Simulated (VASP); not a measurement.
Output of a VASP run:

### OSZICAR
```
       N       E                     dE             d eps       ncg     rms          rms(c)
DAV:   1    -0.496458623244E+01   -0.49646E+01   -0.86149E+02  1120   0.314E+02
DAV:   2    -0.689053143399E+01   -0.19259E+01   -0.18816E+01  1365   0.309E+01
DAV:   3    -0.690648038268E+01   -0.15949E-01   -0.14771E-01  1410   0.325E+00
DAV:   4    -0.690652850425E+01   -0.48122E-04   -0.48120E-04  1365   0.176E-01
DAV:   5    -0.690652884266E+01   -0.33841E-06   -0.33891E-06  1435   0.124E-02    0.308E+00
DAV:   6    -0.672047888325E+01    0.18605E+00   -0.10048E-01  1415   0.224E+00    0.193E+00
DAV:   7    -0.700551898546E+01   -0.28504E+00   -0.74865E-02  1285   0.199E+00    0.717E-01
DAV:   8    -0.667484472883E+01    0.33067E+00   -0.10035E-01  1280   0.227E+00    0.225E-01
DAV:   9    -0.673329063775E+01   -0.58446E-01   -0.45448E-02  1085   0.122E+00    0.116E-01
DAV:  10    -0.673462796260E+01   -0.13373E-02   -0.12337E-03  1475   0.306E-01    0.181E-01
DAV:  11    -0.673560572183E+01   -0.97776E-03   -0.11895E-04  1335   0.907E-02    0.145E-01
DAV:  12    -0.673362783319E+01    0.19779E-02   -0.50234E-04  1270   0.164E-01    0.536E-02
DAV:  13    -0.673362763089E+01    0.20230E-06   -0.37538E-05  1450   0.610E-02    0.451E-02
DAV:  14    -0.673363938861E+01   -0.11758E-04   -0.38395E-06  1095   0.229E-02    0.482E-02
DAV:  15    -0.673362970949E+01    0.96791E-05   -0.87745E-06  1105   0.298E-02    0.592E-02
DAV:  16    -0.673362807738E+01    0.16321E-05   -0.11321E-05  1315   0.346E-02    0.617E-02
DAV:  17    -0.673362842767E+01   -0.35030E-06   -0.51944E-07   810   0.803E-03
   1 F= -.67336284E+01 E0= -.67334718E+01  d E =-.673363E+01
```

### OUTCAR
```
------------------------ aborting loop because EDIFF is reached ----------------------------------------
  FORCE on cell =-STRESS in cart. coord.  units (eV):
  Direction    XX          YY          ZZ          XY          YZ          ZX
  --------------------------------------------------------------------------------------
  Total        0.0035250      0.0035250      0.0035250     -0.0000000     -0.0000000      0.0000000
  in kB        0.3576972      0.3576972      0.3576972     -0.0000000     -0.0000000      0.0000000
  external PRESSURE =       0.3576972 kB  Pullay stress =       0.0000000 kB
  volume of cell :       15.79
      direct lattice vectors                 reciprocal lattice vectors
     0.000000000  1.991173763  1.991173763    -0.251108170  0.251108170  0.251108170
     1.991173763  0.000000000  1.991173763     0.251108170 -0.251108170  0.251108170
     1.991173763  1.991173763  0.000000000     0.251108170  0.251108170 -0.251108170
 POSITION                                       TOTAL-FORCE (eV/Angst)
 -----------------------------------------------------------------------------------
      0.00000      0.00000      0.00000        -0.000000      0.000000     -0.000000
 -----------------------------------------------------------------------------------
    total drift:                               -0.000000     -0.000000      0.000000
  FREE ENERGIE OF THE ION-ELECTRON SYSTEM (eV)
  ---------------------------------------------------
  free  energy   TOTEN  =        -6.7336284277 eV

  energy  without entropy=       -6.7331585739  energy(sigma->0) =       -6.73347181

 reached required accuracy - stopping structural energy minimisation
```
(Selected blocks of OUTCAR.)

**POSCAR**
```
Al
1
   -0.0000000000     1.9911737628     1.9911737628
    1.9911737628    -0.0000000000     1.9911737628
    1.9911737628     1.9911737628     0.0000000000
Al
1
Direct
  0.0000000000   0.0000000000   0.0000000000
```

**Question.** Write an INCAR and KPOINTS that could have produced this output.

**Answer.** This is not unique; one that fits is the input of the run itself, r2SCAN meta-GGA, plane waves, VASP's PBE PAW potentials (set 64).

INCAR:
```
# general
SYSTEM =Al
PREC   =Accurate
ENCUT  =480
LREAL  =.False.
LASPH  =.True.

# electronic loop
EDIFF  =1E-6
NELM   =100
ALGO   =Normal
LMIXTAU=.True.

# smearing
ISMEAR =1
SIGMA  =0.1

# functional
METAGGA=R2SCAN

# ions
IBRION =2
NSW    =60
ISIF   =3
EDIFFG =-0.01

# output
LWAVE  =.False.
LCHARG =.False.
```

File KPOINTS:
```
Regular mesh
0
gamma
14 14 14
0 0 0
```

POTCAR, in this order: Al (PBE.64 set). Program: vasp_std.

The compound is Al in the fcc structure. It was relaxed first. The start is the result of an earlier pass.
